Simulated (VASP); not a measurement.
Here is the system:

```
CELL_PARAMETERS angstrom
      1.23655    -2.14177     0.00000
      1.23655     2.14177     0.00000
      0.00000     0.00000     5.57223
ATOMIC_POSITIONS crystal
  B  0.33333 0.66667 0.25000
  B  0.66667 0.33333 0.75000
  N  0.66667 0.33333 0.25000
  N  0.33333 0.66667 0.75000
```

Level of theory: LDA (Ceperley-Alder, Perdew-Zunger), VASP's LDA PAW potentials (set 64) (plane waves; VASP). Settings: 620 eV cut-off, 10×10×4 Γ-centred mesh, Gaussian smearing of 0.050 eV, potentials B N.

Problem. What does the run give for the energy per atom (σ→0), pressure?

Solution. 
| Quantity | Value |
|---|---|
| energy per atom (σ→0) | -927.5 kJ/mol of atoms |
| pressure | 10.30 GPa |

The compound is BN in the hex structure. It was relaxed first under an external pressure of 10 GPa.
